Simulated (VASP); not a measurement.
These are PBEsol GGA, VASP's PBE PAW potentials (set 64) (plane waves; VASP) values and carry that method's errors.

The input files of a VASP run:

**POSCAR**
```
SiC
1
    0.0000000000     2.1800000000     2.1800000000
    2.1800000000     0.0000000000     2.1800000000
    2.1800000000     2.1800000000     0.0000000000
Si C
1 1
Direct
  0.0000000000   0.0000000000   0.0000000000
  0.2500000000   0.2500000000   0.2500000000
```

**KPOINTS**
```
Automatic mesh
0
Gamma
10 10 10
0 0 0
```

**INCAR**
```
SYSTEM = SiC
PREC = Accurate
ENCUT = 600
EDIFF = 1E-7
NELM = 100
ALGO = Normal
LREAL = .FALSE.
LASPH = .TRUE.
ISMEAR = 0
SIGMA = 0.05
GGA = PS
LWAVE = .FALSE.
LCHARG = .FALSE.
ISIF = 3
IBRION = 2
NSW = 40
EDIFFG = -0.01
PSTRESS = 50
```

POTCAR, in this order: Si C (PBE.64 set). Program: vasp_std.

Energy and stress use the plane-wave basis of the starting cell.

Estimate the energy per atom (σ→0), volume per atom, band gap (on the k-mesh).

- energy per atom (σ→0): -767.5 kJ/mol of atoms
- band gap (on the k-mesh): 1.21 eV
- volume per atom: 10.13 Å³/atom

**OSZICAR**
```
...
DAV:   2    -0.159102631881E+02    0.35278E-02   -0.88409E-03   888   0.628E-01    0.249E-01
DAV:   3    -0.159095158880E+02    0.74730E-03   -0.12519E-03   976   0.250E-01    0.626E-02
DAV:   4    -0.159093938360E+02    0.12205E-03   -0.17381E-04   824   0.809E-02    0.271E-02
DAV:   5    -0.159093895528E+02    0.42832E-05   -0.47348E-06  1080   0.176E-02    0.168E-02
DAV:   6    -0.159093885486E+02    0.10042E-05   -0.27873E-07   840   0.453E-03    0.292E-03
DAV:   7    -0.159093887475E+02   -0.19883E-06   -0.83535E-08   504   0.186E-03    0.992E-04
DAV:   8    -0.159093887986E+02   -0.51097E-07   -0.61323E-09   416   0.668E-04
   3 F= -.15277342E+02 E0= -.15277342E+02  d E =-.786787E-02
```

The compound is SiC in the zinc blende structure. This run relaxes it under an external pressure of 5 GPa. Symmetry was kept, so distortions that lower it aren't found.
